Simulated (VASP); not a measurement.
Here is a VASP 6.6.1 calculation.

POSCAR

```
B2H4CF6
1.0
    8.5316010000      0.0000000000      0.0000000000
    0.0000000000      8.5316010000      0.0000000000
    0.0000000000      0.0000000000      8.5316010000
C H B F
3 12 6 18
Direct
    0.4485214692      0.4501644047      0.6338347442
    0.6067763417      0.1275620952      0.3454192601
    0.3383224391      0.2171784130      0.0168876610
    0.4455947573      0.5309853969      0.5352383601
    0.5686779803      0.4145874599      0.6576273916
    0.3779559154      0.3475248073      0.6064937258
    0.4000405207      0.5080811477      0.7366111331
    0.7262293132      0.1677788608      0.3258435141
    0.5257073044      0.2213409693      0.3156586492
    0.5890738199      0.0960631760      0.4679589653
    0.5813453747      0.0266699072      0.2714348262
    0.4560968746      0.2656902833      0.0195274505
    0.3451846715      0.0923170554      0.0421921310
    0.2881164627      0.2338542104     -0.0989512759
    0.2659116232      0.2755986893      0.1040282750
    0.6879818509      0.8657009148      0.9531451564
    1.0059296270      0.4825848033      0.4052321249
    0.8391899701      0.9135552812      0.5863172927
    0.1163280904      0.9428715167      0.2622061167
    0.9223843067      0.3696002496      0.8343328321
    0.6121147655      0.5775596813      0.2194895598
    0.5877746073      0.7499812382      0.9776355664
    0.8389140995      0.8385476411      0.9623617650
    0.6348364928      1.0062708407      0.9229869548
    1.1094434627      0.5620795311      0.4858527830
    1.0412978255      0.4257547031      0.2668784954
    0.8648526064      0.4584397756      0.4636353164
    0.8657156534      1.0569714268      0.6335438877
    0.9317750414      0.8477247914      0.4819175110
    0.7217774487      0.8329413790      0.6453459632
    0.1232001364      0.7978993134      0.2109193913
    0.0047585095      1.0371531005      0.2134350699
    0.2234883976      0.9955345448      0.3594598175
    0.8586871705      0.5095031590      0.8257571596
    1.0440304217      0.3361660037      0.7454913367
    0.8655470727      0.2636176922      0.9295267044
    0.6983664677      0.4735799684      0.1464632617
    0.6800240662      0.6994818188      0.2865758359
    0.4600300414      0.5594119491      0.2305328862
```

File INCAR.step1:

```
SYSTEM = B2H4CF6
ALGO = Normal
EDIFF = 1E-4
ENCUT = 520
GGA = PE
ISMEAR = -1
LASPH = .TRUE.
LCHARG = .FALSE.
LREAL = Auto
LWAVE = .TRUE.
NBANDS = 109
NELM = 100
PREC = Accurate
SIGMA = 0.05
```

INCAR.step2

```
SYSTEM = B2H4CF6
ALGO = Normal
EDIFF = 1E-6
ENCUT = 520
ISIF = 2
ISMEAR = -1
ISTART = 1
IVDW = 12
LASPH = .TRUE.
LCHARG = .TRUE.
LELF = .TRUE.
LMIXTAU = .TRUE.
LREAL = Auto
LVHAR = .TRUE.
LWAVE = .FALSE.
METAGGA = R2SCAN
NBANDS = 109
NELM = 100
PREC = Accurate
SIGMA = 0.05
VDW_A1 = 0.49484001
VDW_A2 = 5.73083694
VDW_S6 = 1.0
VDW_S8 = 0.78981345
```

File KPOINTS:

```
k-points
0
G
  1 1 1
  0 0 0
```

Potentials or basis: VASP PAW PBE potentials, release 64 (C, H, B, F).

The run is started by

```sh
$ cat potpaw_PBE.64/C/POTCAR potpaw_PBE.64/H/POTCAR potpaw_PBE.64/B/POTCAR potpaw_PBE.64/F/POTCAR > POTCAR
$ cp INCAR.step1 INCAR
$ mpirun -np 1 vasp_gam > vasp.out
$ cp INCAR.step2 INCAR
$ mpirun -np 1 vasp_gam > vasp.out
```

(1) Predict the dispersion energy per atom.

(2) Estimate the band gap on the k mesh.

Results:

(1) -0.016 eV.

(2) 8.07 eV, direct.
